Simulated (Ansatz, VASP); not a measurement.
# Cross-check of ZnS between VASP and Ansatz, part 2 of 3

Wanted: the spread between two codes on one cell, functional and k mesh. The cell is taken from a series of runs on this material, whose earlier steps may have relaxed, scaled, displaced or heated it; both programs get it as it stands.

VASP 6.6.1 and Ansatz 0.2.0.

So far: The starting structure; Ansatz: zone-centre phonons, LDA, pair 1.

## Step 3: VASP: zone-centre phonons, LDA, pair 1

Level of this step: LDA; plane waves and PAW (S, Zn) (VASP).

The same cell, functional (in two slightly different forms) and mesh now go to VASP, with its own data sets.

Lines of VASP's logs that name or quote its potential files are left out, and so is its time.

The input, INCAR:

```
SYSTEM = ZnS
PREC = Accurate
ENCUT = 500
EDIFF = 1E-08
NELM = 120
ISMEAR = 0
SIGMA = 0.01
LREAL = .FALSE.
ALGO = Normal
GGA = CA
NBANDS = 15
LORBIT = 11
LWAVE = .FALSE.
LCHARG = .FALSE.
ISIF = 2
IBRION = 8
LEPSILON = .TRUE.
LASPH = .TRUE.
GGA_COMPAT = .FALSE.
EFERMI = MIDGAP
KPAR = 2
```

The input, POSCAR:

```
ZnS
1.0
    0.0000000000      2.6658970584      2.6658970584
    2.6658970584      0.0000000000      2.6658970584
    2.6658970584      2.6658970584      0.0000000000
S Zn
1 1
Direct
    0.0000000000      0.0000000000      0.0000000000
    0.7500000000      0.7500000000      0.7500000000
```

The input, KPOINTS:

```
Automatic mesh
0
Gamma
12 12 12
0 0 0
```

Potentials, in the order of the species: S and Zn (LDA family, release 64).

Run with:

```
> mpirun -np 2 vasp_std
```

Numbers of over 12 decimals in the logs are rounded to 6 here.

The log of the run:

```text
[banner, memory and clock lines left out]
running    2 mpi-ranks, on    1 nodes
 distrk:  each k-point on    1 cores,    2 groups
 distr:  one band on    1 cores,    1 groups

 POSCAR found type information on POSCAR S Zn
 POSCAR found :  2 types and       2 ions
 LDA part: xc-table for (Slater(with rela. corr.)+CA(PZ))
 , standard interpolation
 POSCAR, INCAR and KPOINTS ok, starting setup
 FFT: planning ... GRIDC
 FFT: planning ... GRID_SOFT
 FFT: planning ... GRID
 WAVECAR not read
 entering main loop
       N       E                     dE             d eps       ncg     rms          rms(c)
DAV:   1     0.791547139715E+02    0.79155E+02   -0.84216E+03  2160   0.140E+03
DAV:   2    -0.344891122748E+01   -0.82604E+02   -0.77572E+02  2384   0.262E+02
DAV:   3    -0.858651036571E+01   -0.51376E+01   -0.51096E+01  2762   0.630E+01
DAV:   4    -0.863805064164E+01   -0.51540E-01   -0.51528E-01  2531   0.658E+00
DAV:   5    -0.863864398891E+01   -0.59335E-03   -0.59333E-03  2776   0.683E-01    0.737E+00
DAV:   6    -0.824019068773E+01    0.39845E+00   -0.79917E-01  3219   0.334E+01    0.567E+00
DAV:   7    -0.821180579177E+01    0.28385E-01   -0.24510E-01  2608   0.524E+00    0.271E+00
DAV:   8    -0.820574439762E+01    0.60614E-02   -0.54335E-03  3160   0.121E+00    0.618E-01
DAV:   9    -0.820521227447E+01    0.53212E-03   -0.11385E-03  2468   0.263E-01    0.828E-02
DAV:  10    -0.820522779766E+01   -0.15523E-04   -0.78694E-05  2706   0.787E-02    0.163E-02
DAV:  11    -0.820522496758E+01    0.28301E-05   -0.82452E-06  3380   0.597E-02    0.370E-03
DAV:  12    -0.820522508608E+01   -0.11850E-06   -0.10971E-06  2594   0.912E-03    0.142E-03
DAV:  13    -0.820522507964E+01    0.64385E-08   -0.30313E-08  2667   0.157E-03
   1 F= -.82052251E+01 E0= -.82052251E+01  d E =0.000000E+00
 Linear response reoptimize wavefunctions to high precision
DAV:   1    -0.820522508070E+01   -0.10575E-08   -0.69827E-09  2601   0.662E-04
DAV:   2    -0.820522508069E+01    0.75033E-11   -0.22682E-10  1542   0.157E-04
 Linear response G [H, r] |phi>, progress :
  Direction:   1
       N       E                     dE             d eps       ncg     rms
RMM:   1    -0.498109723861E+02   -0.49811E+02    0.12897E+02  3678   0.714E+01
RMM:   2    -0.505839596092E+02   -0.77299E+00   -0.98799E+00  3700   0.259E+01
RMM:   3    -0.507798258776E+02   -0.19587E+00   -0.71960E-01  4041   0.636E+00
RMM:   4    -0.507869505775E+02   -0.71247E-02   -0.27660E-02  4136   0.130E+00
RMM:   5    -0.507870038868E+02   -0.53309E-04   -0.12528E-03  4244   0.309E-01
RMM:   6    -0.507871625338E+02   -0.15865E-03   -0.41539E-04  4254   0.840E-02
RMM:   7    -0.507871397710E+02    0.22763E-04   -0.45257E-06  4303   0.253E-02
RMM:   8    -0.507871477878E+02   -0.80168E-05   -0.32576E-05  4350   0.889E-03
RMM:   9    -0.507871444311E+02    0.33567E-05   -0.58928E-05  4001   0.331E-03
RMM:  10    -0.507871439426E+02    0.48841E-06    0.15497E-05  3329   0.172E-03
RMM:  11    -0.507871439665E+02   -0.23826E-07   -0.10063E-04  2901   0.105E-03
RMM:  12    -0.507871432934E+02    0.67303E-06    0.11989E-05  2553   0.873E-04
RMM:  13    -0.507871431598E+02    0.13368E-06   -0.10992E-04  2323   0.800E-04
RMM:  14    -0.507871432427E+02   -0.82892E-07   -0.49253E-06  2153   0.766E-04
RMM:  15    -0.507871431971E+02    0.45556E-07   -0.10768E-04  2010   0.786E-04
RMM:  16    -0.507871433898E+02   -0.19272E-06    0.38755E-06  1909   0.761E-04
 Linear response G [H, r] |phi>, progress :
  Direction:   2
       N       E                     dE             d eps       ncg     rms
RMM:   1    -0.514855959746E+02   -0.51486E+02    0.93606E+01  3686   0.697E+01
RMM:   2    -0.523322537157E+02   -0.84666E+00   -0.88699E+00  3671   0.248E+01
RMM:   3    -0.524669715570E+02   -0.13472E+00   -0.59784E-01  4015   0.581E+00
RMM:   4    -0.524725031663E+02   -0.55316E-02   -0.23688E-02  4162   0.120E+00
RMM:   5    -0.524725189388E+02   -0.15773E-04   -0.12537E-03  4224   0.292E-01
RMM:   6    -0.524726550054E+02   -0.13607E-03   -0.36567E-04  4248   0.803E-02
RMM:   7    -0.524726307012E+02    0.24304E-04    0.36237E-05  4290   0.243E-02
RMM:   8    -0.524726389934E+02   -0.82922E-05   -0.19693E-05  4324   0.873E-03
RMM:   9    -0.524726359532E+02    0.30403E-05    0.41766E-05  3937   0.331E-03
RMM:  10    -0.524726365787E+02   -0.62552E-06   -0.27248E-05  3293   0.169E-03
RMM:  11    -0.524726372092E+02   -0.63046E-06    0.54621E-05  2842   0.103E-03
RMM:  12    -0.524726377918E+02   -0.58267E-06   -0.24670E-05  2485   0.808E-04
RMM:  13    -0.524726379134E+02   -0.12156E-06    0.36407E-05  2281   0.751E-04
RMM:  14    -0.524726378323E+02    0.81054E-07   -0.17454E-05  2121   0.698E-04
RMM:  15    -0.524726381214E+02   -0.28908E-06    0.23844E-05  1963   0.737E-04
 Linear response G [H, r] |phi>, progress :
  Direction:   3
       N       E                     dE             d eps       ncg     rms
RMM:   1    -0.378181430243E+02   -0.37818E+02    0.26034E+02  3465   0.779E+01
[...]
RMM:   2    -0.677107019474E+00   -0.30993E-01   -0.14714E-02  3852   0.855E-01
RMM:   3    -0.677434012923E+00   -0.32699E-03   -0.53602E-04  3917   0.155E-01
RMM:   4    -0.677443317880E+00   -0.93050E-05   -0.49189E-05  3975   0.323E-02
RMM:   5    -0.677443454943E+00   -0.13706E-06   -0.60286E-06  3992   0.893E-03
[...]
RMM:   7    -0.566606694677E+00   -0.26341E-03   -0.82958E-06 15171   0.201E-02    0.153E-03
RMM:   8    -0.566618220611E+00   -0.11526E-04   -0.18771E-07 15792   0.426E-03    0.881E-04
RMM:   9    -0.566615734352E+00    0.24863E-05   -0.24122E-07 15988   0.137E-03    0.391E-04
RMM:  10    -0.566620127479E+00   -0.43931E-05   -0.88401E-09 14847   0.394E-04    0.172E-04
RMM:  11    -0.566619180607E+00    0.94687E-06    0.14244E-08 13861   0.174E-04    0.175E-05
RMM:  12    -0.566619170948E+00    0.96594E-08   -0.15212E-07  8875   0.663E-05    0.238E-06
 change of polarisation eV/A/(eV/A) component  1 :     1.076     0.215     0.132
 dielectric tensor                  component  1 :     6.138     1.028     0.628
 Linear response to external field, progress :
  Direction:   2
       N       E                     dE             d eps       ncg     rms          rms(c)
RMM:   1    -0.560697882595E+00   -0.56070E+00   -0.21670E+00 11074   0.380E+00
RMM:   2    -0.589492055970E+00   -0.28794E-01   -0.14411E-02 15161   0.829E-01    0.143E+00
RMM:   3    -0.553013559179E+00    0.36478E-01   -0.25316E-02 14693   0.861E-01    0.747E-01
RMM:   4    -0.558766789670E+00   -0.57532E-02   -0.17736E-02 14989   0.717E-01    0.183E-01
RMM:   5    -0.565550872752E+00   -0.67841E-02   -0.95382E-04 15090   0.188E-01    0.394E-02
RMM:   6    -0.566344506190E+00   -0.79363E-03   -0.11686E-04 15041   0.665E-02    0.241E-02
RMM:   7    -0.566607128183E+00   -0.26262E-03   -0.12821E-05 15166   0.201E-02    0.153E-03
RMM:   8    -0.566618192623E+00   -0.11064E-04   -0.47833E-07 15797   0.425E-03    0.880E-04
RMM:   9    -0.566615705507E+00    0.24871E-05   -0.23471E-07 15983   0.137E-03    0.390E-04
RMM:  10    -0.566620104061E+00   -0.43986E-05    0.79629E-09 14863   0.396E-04    0.172E-04
RMM:  11    -0.566619140110E+00    0.96395E-06    0.13980E-08 13844   0.175E-04    0.177E-05
RMM:  12    -0.566619126000E+00    0.14110E-07    0.17422E-08  8902   0.665E-05    0.245E-06
 change of polarisation eV/A/(eV/A) component  2 :     0.178     1.076     0.119
 dielectric tensor                  component  2 :     0.851     6.138     0.569
 Linear response to external field, progress :
  Direction:   3
       N       E                     dE             d eps       ncg     rms          rms(c)
RMM:   1    -0.560694292214E+00   -0.56069E+00   -0.21670E+00 11073   0.380E+00
RMM:   2    -0.589466882570E+00   -0.28773E-01   -0.14278E-02 15153   0.829E-01    0.143E+00
RMM:   3    -0.553012366643E+00    0.36455E-01   -0.25367E-02 14700   0.861E-01    0.747E-01
RMM:   4    -0.558765101367E+00   -0.57527E-02   -0.17739E-02 14985   0.717E-01    0.183E-01
RMM:   5    -0.565548194466E+00   -0.67831E-02   -0.95372E-04 15091   0.188E-01    0.394E-02
RMM:   6    -0.566343811229E+00   -0.79562E-03   -0.11613E-04 15045   0.663E-02    0.240E-02
RMM:   7    -0.566606848895E+00   -0.26304E-03   -0.12732E-05 15165   0.200E-02    0.153E-03
RMM:   8    -0.566617563676E+00   -0.10715E-04   -0.43265E-07 15799   0.423E-03    0.878E-04
RMM:   9    -0.566615142318E+00    0.24214E-05   -0.21876E-07 15983   0.137E-03    0.390E-04
RMM:  10    -0.566619512900E+00   -0.43706E-05    0.35120E-08 14863   0.394E-04    0.172E-04
RMM:  11    -0.566618574308E+00    0.93859E-06    0.17816E-08 13847   0.174E-04    0.175E-05
RMM:  12    -0.566618553795E+00    0.20513E-07    0.97834E-08  8849   0.664E-05    0.244E-06
 change of polarisation eV/A/(eV/A) component  3 :     0.148     0.199     1.076
 dielectric tensor                  component  3 :     0.705     0.952     6.138
 Linear response DOF=           2
 Linear response progress:
  Degree of freedom:   1/  2
       N       E                     dE             d eps       ncg     rms          rms(c)
RMM:   1    -0.105267228714E+00   -0.10527E+00    0.51568E-02 20905   0.227E+00
RMM:   2    -0.103057732817E+00    0.22095E-02   -0.48767E-03 13546   0.664E-01    0.170E-01
RMM:   3    -0.103426572817E+00   -0.36884E-03   -0.33306E-04 14610   0.147E-01    0.847E-02
RMM:   4    -0.103806524660E+00   -0.37995E-03   -0.44707E-05 14807   0.528E-02    0.163E-02
RMM:   5    -0.103820459347E+00   -0.13935E-04   -0.13894E-06 15424   0.129E-02    0.926E-03
RMM:   6    -0.103805559727E+00    0.14900E-04    0.39981E-07 15154   0.382E-03    0.451E-03
RMM:   7    -0.103808370631E+00   -0.28109E-05   -0.10061E-07 15173   0.127E-03    0.628E-04
RMM:   8    -0.103808713074E+00   -0.34244E-06    0.24826E-08 16050   0.286E-04    0.119E-04
RMM:   9    -0.103808203792E+00    0.50928E-06   -0.14992E-09 15825   0.926E-05    0.403E-05
RMM:  10    -0.103808365826E+00   -0.16203E-06    0.58851E-09 15640   0.390E-05    0.594E-06
RMM:  11    -0.103808381858E+00   -0.16032E-07    0.62476E-09 15672   0.179E-05    0.575E-06
RMM:  12    -0.103808367945E+00    0.13913E-07    0.10669E-08 13389   0.816E-06    0.230E-07
RMM:  13    -0.103808370079E+00   -0.21338E-08   -0.62038E-10  8453   0.527E-06    0.137E-07
 first order change of Fermi-energy   0.31090E+00
 force on displaced ion       1 direction 1 :  -6.314   0.000   0.000
 Born effective charge ion    1 direction 1 :  -1.938   0.000   0.000
 Linear response progress:
  Degree of freedom:   2/  2
       N       E                     dE             d eps       ncg     rms          rms(c)
RMM:   1    -0.212643047124E+00   -0.21264E+00   -0.24434E-03 11840   0.215E+00
RMM:   2    -0.210621251866E+00    0.20218E-02   -0.29857E-03 13460   0.455E-01    0.119E-01
RMM:   3    -0.210395783639E+00    0.22547E-03   -0.59952E-05 15874   0.664E-02    0.699E-02
RMM:   4    -0.210111027665E+00    0.28476E-03   -0.11819E-05 15679   0.257E-02    0.376E-03
RMM:   5    -0.210109484042E+00    0.15436E-05   -0.51415E-08 16500   0.451E-03    0.134E-03
RMM:   6    -0.210114019293E+00   -0.45353E-05   -0.19312E-07 16351   0.142E-03    0.285E-04
RMM:   7    -0.210114475734E+00   -0.45644E-06   -0.15722E-08 16617   0.351E-04    0.119E-04
RMM:   8    -0.210114391934E+00    0.83800E-07   -0.15067E-08 15711   0.145E-04    0.285E-05
RMM:   9    -0.210114206479E+00    0.18546E-06    0.12567E-09 16602   0.514E-05    0.109E-05
RMM:  10    -0.210114177534E+00    0.28945E-07   -0.11625E-09 16968   0.183E-05    0.128E-06
RMM:  11    -0.210114181169E+00   -0.36349E-08    0.87356E-10 14184   0.827E-06    0.489E-07
 first order change of Fermi-energy  -0.31066E+00
 force on displaced ion       2 direction 1 :  -6.361   0.000   0.000
 Born effective charge ion    2 direction 1 :   1.937   0.000   0.000
 Born effective charges drift removed
 Linear response finished
```

OUTCAR, selected parts (step 3):

```text
ion  position               nearest neighbor table
   1  0.000  0.000  0.000-   2 2.31   2 2.31   2 2.31   2 2.31
   2  0.750  0.750  0.750-   1 2.31   1 2.31   1 2.31   1 2.31

  LATTYP: Found a face centered cubic cell.
 ALAT       =     5.3317941168

 Subroutine GETGRP returns: Found 24 space group operations
 (whereof 24 operations were pure point group operations)

The static configuration has the point symmetry T_d .

 Found     72 irreducible k-points:

   k-points           NKPTS =     72   k-points in BZ     NKDIM =     72   number of bands    NBANDS=     15

   dimension x,y,z NGX =    28 NGY =   28 NGZ =   28
   dimension x,y,z NGXF=    56 NGYF=   56 NGZF=   56

   ENCUT  =  500.0 eV  36.75 Ry    6.06 a.u.   6.87  6.87  6.87*2*pi/ulx,y,z

   NELECT =      18.0000    total number of electrons

 k-points in reciprocal lattice and weights: Automatic mesh
   0.00000000  0.00000000  0.00000000       0.001
   0.08333333  0.00000000  0.00000000       0.005
   0.16666667  0.00000000  0.00000000       0.005
   0.25000000  0.00000000  0.00000000       0.005
   0.33333333  0.00000000  0.00000000       0.005
   0.41666667  0.00000000  0.00000000       0.005
   0.50000000  0.00000000  0.00000000       0.002
   0.08333333  0.08333333  0.00000000       0.003
   0.16666667  0.08333333  0.00000000       0.014
[...]
-0.33333333  0.50000000  0.16666667       0.007
  -0.25000000  0.50000000  0.25000000       0.003

 average (electrostatic) potential at core
       1 -88.9081       2 -37.1868

  Total       -0.3339604     -0.3339604     -0.3339604     -0.0000000     -0.0000000     -0.0000000
  in kB      -14.1203500    -14.1203500    -14.1203500     -0.0000000     -0.0000000     -0.0000000
  external PRESSURE =     -14.1203500 kB  Pullay stress =       0.0000000 kB

  energy-cutoff  :      500.00
  volume of cell :       37.89
      direct lattice vectors                 reciprocal lattice vectors
     0.000000000  2.665897058  2.665897058    -0.187554129  0.187554129  0.187554129
     2.665897058  0.000000000  2.665897058     0.187554129 -0.187554129  0.187554129
     2.665897058  2.665897058  0.000000000     0.187554129  0.187554129 -0.187554129

 POSITION                                       TOTAL-FORCE (eV/Angst)
 -----------------------------------------------------------------------------------
      0.00000      0.00000      0.00000        -0.000000     -0.000000     -0.000000
      3.99885      3.99885      3.99885         0.000000      0.000000      0.000000
 -----------------------------------------------------------------------------------
    total drift:                                0.000001      0.000001      0.000001

 MACROSCOPIC STATIC DIELECTRIC TENSOR (including local field effects in DFT)
 ------------------------------------------------------
           6.137798     0.000000     0.000000
          -0.000000     6.137798    -0.000000
           0.000000    -0.000000     6.137798
 ------------------------------------------------------

 PIEZOELECTRIC TENSOR (including local field effects)  for field in x, y, z        (C/m^2)
          XX          YY          ZZ          XY          YZ          ZX
  --------------------------------------------------------------------------------
  x     0.00000     0.00000     0.00000     0.00000    -0.66717     0.00000
  y     0.00000     0.00000     0.00000     0.00000     0.00000    -0.66717
  z     0.00000     0.00000     0.00000    -0.66717     0.00000     0.00000

 BORN EFFECTIVE CHARGES (including local field effects) (in |e|, cummulative output)
 ---------------------------------------------------------------------------------
 ion    1
    1    -1.93712     0.00000    -0.00000
    2    -0.00000    -1.93712     0.00000
    3     0.00000     0.00000    -1.93712
 ion    2
    1     1.93712    -0.00000     0.00000
    2     0.00000     1.93712    -0.00000
    3    -0.00000    -0.00000     1.93712

 Eigenvectors and eigenvalues of the dynamical matrix
 ----------------------------------------------------

   1 f  =    8.479293 THz    53.276972 2PiTHz  282.838783 cm-1    35.067524 meV
             X         Y         Z           dx          dy          dz
      0.000000  0.000000  0.000000     0.000000    0.818138    0.000000
      3.998846  3.998846  3.998846     0.000000   -0.575022    0.000000

   2 f  =    8.479293 THz    53.276972 2PiTHz  282.838783 cm-1    35.067524 meV
             X         Y         Z           dx          dy          dz
      0.000000  0.000000  0.000000     0.818138    0.000000    0.000000
      3.998846  3.998846  3.998846    -0.575022    0.000000    0.000000

   3 f  =    8.479293 THz    53.276972 2PiTHz  282.838783 cm-1    35.067524 meV
             X         Y         Z           dx          dy          dz
      0.000000  0.000000  0.000000     0.000000    0.000000    0.818138
      3.998846  3.998846  3.998846     0.000000    0.000000   -0.575022

   4 f/i=    0.014606 THz     0.091770 2PiTHz    0.487191 cm-1     0.060404 meV
             X         Y         Z           dx          dy          dz
      0.000000  0.000000  0.000000    -0.575022    0.000000    0.000000
      3.998846  3.998846  3.998846    -0.818138    0.000000    0.000000

   5 f/i=    0.014606 THz     0.091770 2PiTHz    0.487191 cm-1     0.060404 meV
             X         Y         Z           dx          dy          dz
      0.000000  0.000000  0.000000     0.000000   -0.575022    0.000000
      3.998846  3.998846  3.998846     0.000000   -0.818138    0.000000

   6 f/i=    0.014606 THz     0.091770 2PiTHz    0.487191 cm-1     0.060404 meV
             X         Y         Z           dx          dy          dz
      0.000000  0.000000  0.000000     0.000000    0.000000   -0.575022
      3.998846  3.998846  3.998846     0.000000    0.000000   -0.818138

 MACROSCOPIC STATIC DIELECTRIC TENSOR IONIC CONTRIBUTION
 ------------------------------------------------------
           2.827520     0.000000    -0.000000
           0.000000     2.827520     0.000000
          -0.000000     0.000000     2.827520
 ------------------------------------------------------

 ELASTIC MODULI CONTR FROM IONIC RELAXATION (kBar)
 Direction    XX          YY          ZZ          XY          YZ          ZX
 --------------------------------------------------------------------------------
 XX          -0.0000     -0.0000     -0.0000     -0.0000     -0.0000      0.0000
 YY          -0.0000     -0.0000     -0.0000     -0.0000     -0.0000     -0.0000
 ZZ          -0.0000     -0.0000     -0.0000     -0.0000     -0.0000      0.0000
 XY          -0.0000     -0.0000     -0.0000   -227.2878      0.0000     -0.0000
 YZ          -0.0000     -0.0000     -0.0000      0.0000   -227.2878     -0.0000
 ZX           0.0000     -0.0000      0.0000     -0.0000     -0.0000   -227.2878
 --------------------------------------------------------------------------------

 PIEZOELECTRIC TENSOR IONIC CONTR  for field in x, y, z        (C/m^2)
          XX          YY          ZZ          XY          YZ          ZX
  --------------------------------------------------------------------------------
  x     0.00000     0.00000     0.00000    -0.00000     0.75433     0.00000
  y    -0.00000     0.00000    -0.00000     0.00000     0.00000     0.75433
  z     0.00000     0.00000     0.00000     0.75433    -0.00000     0.00000
```

The dielectric response converges more slowly with the mesh than energies do, so tensor and charges may still move on a finer one.

## Step 4: Differences

Known differences besides the potentials themselves: the two LDA forms differ slightly; fixed occupations in Ansatz, narrow Gaussian smearing in VASP; VASP's response is taken on the typed mesh, Ansatz refines its own for the field response alone; the cutoff is 420 eV in Ansatz and 500 eV in VASP; VASP's log shows a relativistic correction to its local exchange, Ansatz's none. Total energies have different zeros and are not compared.

Both answers:

```tsv
quantity	Ansatz	VASP	difference
ε∞ xx	6.18	6.14	+0.76 %
ε∞ yy	6.18	6.14	+0.76 %
ε∞ zz	6.18	6.14	+0.76 %
Born charge of S1 (mean of the diagonal) (e)	-1.93	-1.94	+0.01
Born charge of Zn2 (mean of the diagonal) (e)	1.93	1.94	-0.01
optical mode 1 to 3 (cm⁻¹)	280.9	282.8	-0.70 %
```

Modes are paired by rising frequency, not by their patterns, so a pair may set unlike modes beside each other; they are those without the splitting of longitudinal modes.

(Part 2 of 3 ends here.)

[Lines on the potential files, build, host, timing and source positions are cut from VASP's logs without a mark.]

[Logs are printed without paths, hosts, clocks, repeated set-up lines and the standing remarks that a program may print on its own settings, such as how far it seeks lower states.]

[Hosts, paths, dates, database ids (printed as entryN), source tags and the programs' standing remarks are cut or masked in the printed files.]
